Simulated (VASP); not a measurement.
Output of a VASP run:

OSZICAR:
```
       N       E                     dE             d eps       ncg     rms          rms(c)
DAV:   1     0.157026091279E+03    0.15703E+03   -0.94784E+03   812   0.142E+03
DAV:   2     0.281484465816E+01   -0.15421E+03   -0.15124E+03   836   0.348E+02
DAV:   3    -0.945267476334E+01   -0.12268E+02   -0.12037E+02  1112   0.103E+02
DAV:   4    -0.971476304948E+01   -0.26209E+00   -0.26199E+00   866   0.186E+01
DAV:   5    -0.972372208861E+01   -0.89590E-02   -0.89590E-02  1078   0.339E+00    0.289E+00
DAV:   6    -0.946962586237E+01    0.25410E+00   -0.67013E-01  1198   0.689E+00    0.170E+00
DAV:   7    -0.946016300614E+01    0.94629E-02   -0.96284E-02   912   0.181E+00    0.872E-01
DAV:   8    -0.945883559036E+01    0.13274E-02   -0.97432E-03   950   0.122E+00    0.107E-01
DAV:   9    -0.945849065577E+01    0.34493E-03   -0.23739E-03  1210   0.508E-01    0.404E-02
DAV:  10    -0.945849090373E+01   -0.24797E-06   -0.13878E-04   890   0.837E-02    0.129E-02
DAV:  11    -0.945849090546E+01   -0.17289E-08   -0.12742E-05  1042   0.354E-02    0.514E-03
DAV:  12    -0.945849058673E+01    0.31873E-06   -0.17212E-06   494   0.229E-02
   1 F= -.94584906E+01 E0= -.94582890E+01  d E =-.945849E+01
```

**OUTCAR**
```
------------------------ aborting loop because EDIFF is reached ----------------------------------------
  FORCE on cell =-STRESS in cart. coord.  units (eV):
  Direction    XX          YY          ZZ          XY          YZ          ZX
  --------------------------------------------------------------------------------------
  Total        0.0076789      0.0076789      0.0076789      0.0000000      0.0000000     -0.0000000
  in kB        0.2230090      0.2230090      0.2230090      0.0000000      0.0000000     -0.0000000
  external PRESSURE =       0.2230090 kB  Pullay stress =       0.0000000 kB
  volume of cell :       55.17
      direct lattice vectors                 reciprocal lattice vectors
     0.000000000  3.021470962  3.021470962    -0.165482312  0.165482312  0.165482312
     3.021470962  0.000000000  3.021470962     0.165482312 -0.165482312  0.165482312
     3.021470962  3.021470962  0.000000000     0.165482312  0.165482312 -0.165482312
  FREE ENERGIE OF THE ION-ELECTRON SYSTEM (eV)
  ---------------------------------------------------
  free  energy   TOTEN  =        -9.4584905867 eV

  energy  without entropy=       -9.4580873183  energy(sigma->0) =       -9.45828895

 reached required accuracy - stopping structural energy minimisation
```
(Selected blocks of OUTCAR.)

**POSCAR**
```
PbSe
1
    0.0000000000     3.0214709617     3.0214709617
    3.0214709617     0.0000000000     3.0214709617
    3.0214709617     3.0214709617     0.0000000000
Pb Se
1 1
Direct
  0.0000000000   0.0000000000   0.0000000000
  0.5000000000   0.5000000000   0.5000000000
```

**Question.** Write an INCAR and KPOINTS that could have produced this output.

**Answer.** Several could match; the one computed here: the input of the run itself, LDA (Ceperley-Alder, Perdew-Zunger), plane waves, VASP's LDA PAW potentials (set 64).

File KPOINTS:
```
Automatic mesh
0
Gamma
8 8 8
0 0 0
```

### INCAR
```
ALGO = Normal
EDIFF = 1E-6
EDIFFG = -0.02
ENCUT = 500
IBRION = 2
ISIF = 3
ISMEAR = 0
LASPH = T
LCHARG = F
LMAXMIX = 4
LREAL = F
LWAVE = F
NELM = 100
NSW = 40
PREC = Accurate
SIGMA = 0.05
SYSTEM = PbSe
```

POTCAR, in this order: Pb_d Se (LDA.64 set). Program: vasp_std.

The compound is PbSe in the rock salt structure. It was relaxed first.
